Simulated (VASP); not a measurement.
Given:

Sb is modelled in the trigonal space group R-3m, hexagonal axes (No. 166), Pearson symbol hR2. Lattice parameters: a = b = 4.354 Å, c = 11.507 Å, α = β = 90.00°, γ = 120.00°. Sb on 6c is coordinated by 3 Sb at 2.927 Å and 3 Sb at 3.432 Å (octahedral). (Neighbours: up to the widest gap in distance over summed covalent radii, below 1.35, at either atom.)
(The calculation used a cell of 2 atoms; values per cell refer to that cell.)

Calculation: r2SCAN meta-GGA, VASP's PBE PAW potentials (set 64) (plane waves; VASP). Run with 480 eV cut-off, 8×8×8 Γ-centred mesh, Gaussian smearing of 0.050 eV, potentials Sb.

Each relaxation starts from this cell; other phases were not tried.

**Question.** The cell is relaxed at 10 GPa. What happens?

**Answer.** The volume per atom goes from 31.49 to 26.41 Å³ (-16.1 %), and the cell becomes a = 4.185 Å, b = 4.185 Å, c = 10.447 Å, α = 90.00°, β = 90.00°, γ = 120.00°, space group R-3m.

Failed runs are left out, and for metals the shear rows, which the mesh's noise covers.

The compound is Sb in the a7 structure.
